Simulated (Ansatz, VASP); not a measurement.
# GaC: VASP beside Ansatz, part 2 of 2

One calculation is typed for both programs; each brings its own data sets. How far apart do they land? The cell is generated by rule, not measured, and may not be a known phase. Of the first pair: The two relaxations start from unlike cells of this crystal (the structure described is Ansatz's start), so only their ends are compared.

VASP 6.6.1 and Ansatz 0.2.0.

So far: Set-up; VASP: relaxation of cell and atoms, PBEsol, pair 1; Ansatz: relaxation of cell and atoms, PBEsol, pair 1; Side by side.

## (5) VASP: relaxation of cell and atoms, PBEsol, pair 2

Level of this step: PBEsol; plane waves and PAW (Ga_d, C); invented cell (VASP).

The relaxed volume is the usual yardstick between codes: in a stiff, nearly cubic crystal its relative difference is about their pressure difference at one cell divided by the bulk modulus. Its start cell is another than that of the pair before, and may be another structure of the material.

File INCAR:

```
SYSTEM = GaC
PREC = Accurate
ENCUT = 600
EDIFF = 1E-07
NELM = 120
ISMEAR = 1
SIGMA = 0.15
LREAL = .FALSE.
ALGO = Normal
GGA = PS
NBANDS = 14
LORBIT = 11
LWAVE = .FALSE.
LCHARG = .FALSE.
ISIF = 3
IBRION = 2
NSW = 80
EDIFFG = -0.005
LASPH = .TRUE.
GGA_COMPAT = .FALSE.
NELMIN = 4
```

File POSCAR:

```
GaC
1.0
    2.7722020000      0.0000000000      0.0000000000
    0.0000000000      2.7722020000      0.0000000000
    0.0000000000      0.0000000000      2.7722020000
Ga C
1 1
Direct
    0.0000000000      0.0000000000      0.0000000000
    0.5000000000      0.5000000000      0.5000000000
```

File KPOINTS:

```
Automatic mesh
0
Gamma
16 16 16
0 0 0
```

The projector-augmented-wave data sets are Ga_d and C (PBE family, release 64).

On the command line:

```bash
mpirun -np 1 vasp_std
```

Numbers of over 12 decimals in the logs are rounded to 6 here.

The program printed:

```text
[banner, memory and clock lines left out]
running    1 mpi-ranks, on    1 nodes
[...]
[... a notice as in an earlier step ...]

 LDA part: xc-table for (Slater+PW92), standard interpolation
 POSCAR, INCAR and KPOINTS ok, starting setup
[...]
entering main loop
       N       E                     dE             d eps       ncg     rms          rms(c)
DAV:   1     0.637661640915E+02    0.63766E+02   -0.90571E+03  5192   0.227E+03
DAV:   2    -0.574108280922E+01   -0.69507E+02   -0.65176E+02  5208   0.318E+02
DAV:   3    -0.973041568690E+01   -0.39893E+01   -0.39246E+01  5400   0.621E+01
DAV:   4    -0.977790328442E+01   -0.47488E-01   -0.47419E-01  5342   0.671E+00
[...]
DAV:  11    -0.923922464429E+01    0.11722E-05   -0.20668E-06  5368   0.155E-02    0.163E-03
DAV:  12    -0.923922487842E+01   -0.23413E-06   -0.15257E-07  4628   0.440E-03    0.106E-03
DAV:  13    -0.923922485921E+01    0.19209E-07   -0.12468E-08  2760   0.121E-03
   1 F= -.92392249E+01 E0= -.92393735E+01  d E =-.923922E+01
[...]
DAV:   4    -0.923926261861E+01    0.17554E-04   -0.15641E-05  5770   0.449E-02    0.817E-03
DAV:   5    -0.923925691513E+01    0.57035E-05   -0.44109E-06  5372   0.350E-02    0.512E-04
DAV:   6    -0.923925691497E+01    0.15734E-09   -0.49747E-08  3246   0.245E-03
   2 F= -.92392569E+01 E0= -.92394089E+01  d E =-.320558E-04
 trial-energy change:   -0.000032  1 .order   -0.000028   -0.000101    0.000045
 step:   0.7255(harm=  0.6915)  dis= 0.00000  next Energy=    -9.239263 (dE=-0.381E-04)
[...]
N       E                     dE             d eps       ncg     rms          rms(c)
DAV:   1    -0.923933882874E+01   -0.81914E-04   -0.98601E-04  4854   0.723E-01    0.512E-02
DAV:   2    -0.923927955599E+01    0.59273E-04   -0.95581E-05  5712   0.287E-01    0.245E-02
DAV:   3    -0.923926376283E+01    0.15793E-04   -0.14503E-05  5244   0.980E-02    0.548E-03
DAV:   4    -0.923926245945E+01    0.13034E-05   -0.11814E-06  5738   0.124E-02    0.226E-03
DAV:   5    -0.923926203279E+01    0.42666E-06   -0.32900E-07  4668   0.952E-03    0.137E-04
DAV:   6    -0.923926203252E+01    0.26921E-09   -0.40691E-09  2460   0.683E-04
   3 F= -.92392620E+01 E0= -.92394132E+01  d E =-.371733E-04
[...]
reached required accuracy - stopping structural energy minimisation
```

Parts of OUTCAR (step 5):

```text
  Total        0.0011944      0.0011944      0.0011944      0.0000000     -0.0000000      0.0000000
  in kB        0.0896481      0.0896481      0.0896481      0.0000000     -0.0000000      0.0000000
  external PRESSURE =       0.0896481 kB  Pullay stress =       0.0000000 kB

 POSITION                                       TOTAL-FORCE (eV/Angst)
 -----------------------------------------------------------------------------------
      0.00000      0.00000      0.00000         0.000000      0.000000      0.000000
      1.38701      1.38701      1.38701        -0.000000     -0.000000      0.000000
 -----------------------------------------------------------------------------------
    total drift:                                0.000000      0.000000      0.000000

  FREE ENERGIE OF THE ION-ELECTRON SYSTEM (eV)
  ---------------------------------------------------
  free  energy   TOTEN  =        -9.2392620325 eV

  energy  without entropy=       -9.2397154833  energy(sigma->0) =       -9.23941318

[... 1 part as in an earlier step ...]

[... 3 further parts left out ...]
[key lines of the parts left out:]
E-fermi :   7.7923
```

## (6) Ansatz: relaxation of cell and atoms, PBEsol, pair 2

The same cell, functional, mesh and smearing now go to Ansatz, which takes its cutoff from its data sets.

The cell is taken from a series of runs on this material, whose earlier steps may have relaxed, scaled, displaced or heated it; both programs get it as it stands.

File input.yaml:

```yaml
crystal:
  lattice:
    - [2.7722020432, 0.0, 0.0]
    - [0.0, 2.7722020432, 0.0]
    - [0.0, 0.0, 2.7722020432]
  atoms:
    - { symbol: Ga, position: [0.0, 0.0, 0.0] }
    - { symbol: C, position: [0.5, 0.5, 0.5] }
kpoints:
  mp_grid: { grid: [16, 16, 16] }
hamiltonian:
  xc: pbesol
scf:
  occupations: { method: methfessel_paxton, width: 0.15 }
output:
  forces: true
  stress: true
  eigenvalues: true
relax:
  adjacent_minimum: "off"
  f_tol: 0.001
  max_steps: 60
  cell: { stress_tol: 0.01 }
```

On the command line:

```bash
ansatz run input.yaml --threads 4 --pin off --max-ram 8192MiB --backend cpu --events-out ev --progress --plain --runs-dir out
```

The program printed:

```text
[...]
Crystal: 2 atoms, lattice volume = 21.305 Å³
Basis set: ecut = 420 eV, 437 PW (Γ), exchange–correlation on 40×40×40 points (8 copies of the dense FFT grid, shifted against one another)
Bands: 13, of which v1, the nominal top of the filled ones, is band 9 counted from 1 (8 counted from 0)
Symmetry: 48 space group operations
[...]
k-points: 165 of 4096
[...]
k-point 164: bands = [... 5 lower, 5.2910, 10.0729, 10.0729, 10.0729, 13.2460, 13.2460, 13.2460, 14.6771]
--- Relaxed structure (2 steps of the walk, 2 accepted, 1 SCFs on fresh bases) ---
[...]
cell:  # Å, volume = 21.3009 Å³
    - [2.772038, 0, 0.0]
    - [0, 2.772038, 0]
    - [0.0, 0, 2.772038]
  atoms:
    - { symbol: Ga, position: [0, 0, 0] }
    - { symbol: C, position: [0.5, 0.5, 0.5] }
[key lines of the parts left out:]
SCF converged after 4 iterations
Free energy (F): -3986.133002 eV
Fermi energy:    12.449258 eV
P = ⅓ Tr σ = -0.0072 GPa (-0.072 kbar)
```

## (7) Side by side

Compared:

| quantity | Ansatz | VASP | difference |
| --- | --- | --- | --- |
| volume (Å³) | 21.30 | 21.35 | -0.21 % |
| edge a after relaxation, in the typed setting (Å) | 2.772 | 2.774 | -0.07 % |

## (8) VASP: relaxation of cell and atoms, PBEsol, pair 3

The relaxed volume is the usual yardstick between codes: in a stiff, nearly cubic crystal its relative difference is about their pressure difference at one cell divided by the bulk modulus.

Edit INCAR of step 5 so:

```diff
@@ -5,4 +5,4 @@
 NELM = 120
-ISMEAR = 1
-SIGMA = 0.15
+ISMEAR = 0
+SIGMA = 0.1
 LREAL = .FALSE.
```

File POSCAR:

```
GaC
1.0
    2.7818150000      0.0000000000      0.0000000000
    0.0000000000      2.7818150000      0.0000000000
    0.0000000000      0.0000000000      2.7818150000
Ga C
1 1
Direct
    0.0000000000      0.0000000000      0.0000000000
    0.5000001797      0.5000001797      0.5000001797
```

KPOINTS is that of step 5.

On the command line:

```bash
mpirun -np 1 vasp_std
```

The program printed:

```text
[... set-up lines as in an earlier step ...]
 entering main loop
       N       E                     dE             d eps       ncg     rms          rms(c)
DAV:   1     0.696176401808E+02    0.69618E+02   -0.90214E+03  5124   0.229E+03
DAV:   2    -0.518893705589E+01   -0.74807E+02   -0.70070E+02  5220   0.335E+02
DAV:   3    -0.971235830080E+01   -0.45234E+01   -0.44477E+01  5544   0.653E+01
DAV:   4    -0.976972749957E+01   -0.57369E-01   -0.57321E-01  5266   0.735E+00
[...]
DAV:  11    -0.924137071809E+01    0.72979E-06   -0.14155E-06  5364   0.118E-02    0.112E-03
DAV:  12    -0.924137091130E+01   -0.19321E-06   -0.98818E-08  3758   0.303E-03    0.968E-04
DAV:  13    -0.924137089675E+01    0.14556E-07   -0.11621E-08  2766   0.144E-03
   1 F= -.92413709E+01 E0= -.92389970E+01  d E =-.924137E+01
[...]
N       E                     dE             d eps       ncg     rms          rms(c)
DAV:   1    -0.926042967171E+01   -0.19059E-01   -0.23644E-01  4848   0.110E+01    0.797E-01
[...]
DAV:   5    -0.924193224840E+01    0.10259E-03   -0.73282E-05  5370   0.140E-01    0.222E-03
DAV:   6    -0.924193223819E+01    0.10212E-07   -0.10319E-06  5394   0.988E-03    0.130E-03
DAV:   7    -0.924193228781E+01   -0.49620E-07   -0.19424E-07  3466   0.753E-03
   2 F= -.92419323E+01 E0= -.92395777E+01  d E =-.561391E-03
 trial-energy change:   -0.000561  1 .order   -0.000613   -0.001809    0.000582
 step:   0.7309(harm=  0.7565)  dis= 0.00000  next Energy=    -9.242012 (dE=-0.641E-03)
[...]
N       E                     dE             d eps       ncg     rms          rms(c)
DAV:   1    -0.924336411253E+01   -0.14319E-02   -0.17350E-02  4830   0.306E+00    0.213E-01
DAV:   2    -0.924233366552E+01    0.10304E-02   -0.16703E-03  5700   0.118E+00    0.102E-01
DAV:   3    -0.924205787615E+01    0.27579E-03   -0.25758E-04  5214   0.413E-01    0.226E-02
DAV:   4    -0.924203511889E+01    0.22757E-04   -0.20798E-05  5456   0.518E-02    0.928E-03
DAV:   5    -0.924202775079E+01    0.73681E-05   -0.58045E-06  5412   0.401E-02    0.589E-04
DAV:   6    -0.924202775129E+01   -0.50477E-09   -0.64191E-08  3314   0.288E-03
   3 F= -.92420278E+01 E0= -.92396702E+01  d E =-.656855E-03
[...]
reached required accuracy - stopping structural energy minimisation
```

Parts of OUTCAR (step 8):

```text
  Total       -0.0019288     -0.0019288     -0.0019288     -0.0000000     -0.0000000      0.0000000
  in kB       -0.1447635     -0.1447635     -0.1447635     -0.0000000     -0.0000000      0.0000000
  external PRESSURE =      -0.1447635 kB  Pullay stress =       0.0000000 kB

 POSITION                                       TOTAL-FORCE (eV/Angst)
 -----------------------------------------------------------------------------------
      0.00000      0.00000      0.00000        -0.000000      0.000000      0.000000
      1.38703      1.38703      1.38703         0.000000     -0.000000      0.000000
 -----------------------------------------------------------------------------------
    total drift:                               -0.000092     -0.000092     -0.000092

  FREE ENERGIE OF THE ION-ELECTRON SYSTEM (eV)
  ---------------------------------------------------
  free  energy   TOTEN  =        -9.2420277513 eV

  energy  without entropy=       -9.2373127253  energy(sigma->0) =       -9.23967024

[... 2 parts as in an earlier step ...]

[... 2 further parts left out ...]
[key lines of the parts left out:]
E-fermi :   7.7902
```

## (9) Ansatz: relaxation of cell and atoms, PBEsol, pair 3

The same cell, functional, mesh and smearing now go to Ansatz, which takes its cutoff from its data sets.

The cell is taken from a series of runs on this material, whose earlier steps may have relaxed, scaled, displaced or heated it; both programs get it as it stands.

input.yaml, the sections that differ from step 6:

```yaml
crystal:
  lattice:
    - [2.7818150682, 0.0, 0.0]
    - [0.0, 2.7818150682, 0.0]
    - [0.0, 0.0, 2.7818150682]
  atoms:
    - { symbol: Ga, position: [0.0, 0.0, 0.0] }
    - { symbol: C, position: [0.5, 0.5, 0.5] }
scf:
  occupations: { method: gaussian, width: 0.1 }
relax:
  adjacent_minimum: "off"
  f_tol: 0.005
  max_steps: 80
  cell: { stress_tol: 0.05 }
# kpoints, hamiltonian, output: as in step 6
```

On the command line:

```bash
ansatz run input.yaml --threads 4 --pin off --max-ram 8192MiB --backend cpu --events-out ev --progress --plain --runs-dir out
```

The program printed:

```text
[...]
Crystal: 2 atoms, lattice volume = 21.527 Å³
Basis set: ecut = 420 eV, 437 PW (Γ), exchange–correlation on 40×40×40 points (8 copies of the dense FFT grid, shifted against one another)
Bands: 13, of which v1, the nominal top of the filled ones, is band 9 counted from 1 (8 counted from 0)
Symmetry: 48 space group operations
[...]
k-points: 165 of 4096
[...]
k-point 164: bands = [... 5 lower, 5.2876, 10.0703, 10.0703, 10.0703, 13.2433, 13.2433, 13.2433, 14.6728]
--- Relaxed structure (3 steps of the walk, 3 accepted, 1 SCFs on fresh bases) ---
[...]
cell:  # Å, volume = 21.3047 Å³
    - [2.772202, 0, 0.0]
    - [0, 2.772202, 0]
    - [0.0, 0, 2.772202]
  atoms:
    - { symbol: Ga, position: [0, 0, 0] }
    - { symbol: C, position: [0.5, 0.5, 0.5] }
[key lines of the parts left out:]
SCF converged after 6 iterations
Free energy (F): -3986.135575 eV
Fermi energy:    12.444637 eV
P = ⅓ Tr σ = -0.0116 GPa (-0.116 kbar)
```

## (10) Comparison

Both answers:

| quantity | Ansatz | VASP | difference |
| --- | --- | --- | --- |
| volume (Å³) | 21.30 | 21.35 | -0.20 % |
| edge a after relaxation, in the typed setting (Å) | 2.772 | 2.774 | -0.07 % |

## (11) Outcome

```yaml
difference_in_volume_relaxation_of_cell_and_atoms_pbesol_pair_1: 0.021 %
difference_in_volume_relaxation_of_cell_and_atoms_pbesol_pair_2: -0.21 %
difference_in_volume_relaxation_of_cell_and_atoms_pbesol_pair_3: -0.20 %
```

The difference in volume is -0.21 % (relaxation of cell and atoms, PBEsol, pair 2), within the 1.2 % picked in this series as the mark of a large difference, as far as the stopping tolerances let one tell. How closely two codes agree says nothing of how well the functional describes the real material.

[Lines on the potential files, build, host, timing and source positions are cut from VASP's logs without a mark.]

[Logs are printed without paths, hosts, clocks, repeated set-up lines and the standing remarks that a program may print on its own settings, such as how far it seeks lower states.]

[Hosts, paths, dates, database ids (printed as entryN), source tags and the programs' standing remarks are cut or masked in the printed files.]
